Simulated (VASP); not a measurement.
Here is a VASP 6.6.1 calculation.

File INCAR:

```
SYSTEM = SiBr2ClF
PREC     = Accurate       ! precision mode
ENCUT    = 520            ! plane-wave cutoff, eV
EDIFF    = 1E-7           ! SCF threshold, eV
ISMEAR   = 0              ! smearing method
SIGMA    = 0.01           ! smearing width, eV
LREAL    = .False.        ! projectors in reciprocal space
LASPH    = .True.         ! aspherical terms in the spheres
NELM     = 100            ! most SCF steps
ALGO     = Normal         ! electronic algorithm
ISIF     = 2              ! what is computed and relaxed
LWAVE    = .False.        ! write WAVECAR
LCHARG   = .False.        ! write CHGCAR
GGA      = PE             ! functional
IBRION   = 2              ! ionic algorithm
NSW      = 60             ! ionic steps
EDIFFG   = -0.02          ! ionic threshold
```

The input KPOINTS:

```
regular mesh
0
Gamma
  1 1 1
  0 0 0
```

Contents of POSCAR:

```
SiBr2ClF
1.0
   12.0000000000      0.0000000000      0.0000000000
    0.0000000000     12.0000000000      0.0000000000
    0.0000000000      0.0000000000     12.0000000000
F Si Cl Br
1 1 1 2
Direct
    0.5774250000      0.3935140000      0.6078540000
    0.5097180000      0.4771300000      0.5314150000
    0.3814840000      0.5338800000      0.6199450000
    0.4533770000      0.3877270000      0.3830960000
    0.6222170000      0.6162410000      0.4861270000
```

Potentials or basis: VASP PAW PBE potentials, release 64 (F, Si, Cl, Br).

Run with:

```bash
$ cat potpaw_PBE.64/F/POTCAR potpaw_PBE.64/Si/POTCAR potpaw_PBE.64/Cl/POTCAR potpaw_PBE.64/Br/POTCAR > POTCAR
$ mpirun -np 1 vasp_gam > vasp.out
```

Q: Predict the energy gained by relaxing.

A: 5.2 meV/atom.

Q: Predict the gap between the frontier levels.

A: 5.33 eV.

Step by step:
| step | energy change (eV) | largest force (eV/Å) | pressure (GPa) |
| --- | --- | --- | --- |
| 1 | 0.0000 | 0.8656 | 0.08 |
| 2 | 0.0011 | 1.2141 | -0.04 |
| 3 | -0.0224 | 0.3067 | 0.01 |
| 4 | -0.0233 | 0.3752 | 0.00 |
| 5 | -0.0247 | 0.1282 | 0.01 |
| 6 | -0.0255 | 0.0439 | -0.01 |
| 7 | -0.0255 | 0.0531 | -0.01 |
| 8 | -0.0257 | 0.0326 | -0.01 |
| 9 | -0.0257 | 0.0664 | -0.01 |
| 10 | -0.0257 | 0.0498 | -0.01 |
| 11 | -0.0258 | 0.0311 | -0.01 |
| 12 | -0.0258 | 0.0257 | -0.01 |
| 13 | -0.0258 | 0.0298 | 0.00 |
| 14 | -0.0258 | 0.0047 | -0.01 |
